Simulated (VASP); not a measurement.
Input:

```yaml
crystal:
  lattice:
    - [-2.61333, 2.61333, 2.61333]
    - [2.61333, -2.61333, 2.61333]
    - [2.61333, 2.61333, -2.61333]
  atoms:
    - { symbol: K, position: [0.00000, 0.00000, 0.00000] }
```

The numbers are results of vdW-DF-cx, VASP's PBE PAW potentials (set 64) (plane waves; VASP 6.6.1), not measurements. Settings: 520 eV cut-off, 10×10×10 Γ-centred mesh, first-order Methfessel-Paxton smearing of 0.10 eV, potentials K_sv.

Estimate the energy per atom (σ→0), band gap (on the k-mesh) with the smallest direct gap where there is one.

```yaml
band gap (on the k-mesh): none (metal, semimetal or under 0.01 eV)
energy per atom (σ→0): 1.200 eV/atom
```

Total energies compare only between runs with the same potentials, cut-off and functional.

The compound is K in the bcc structure. This cell is one point of a volume scan, at 0.97 of the reference volume.
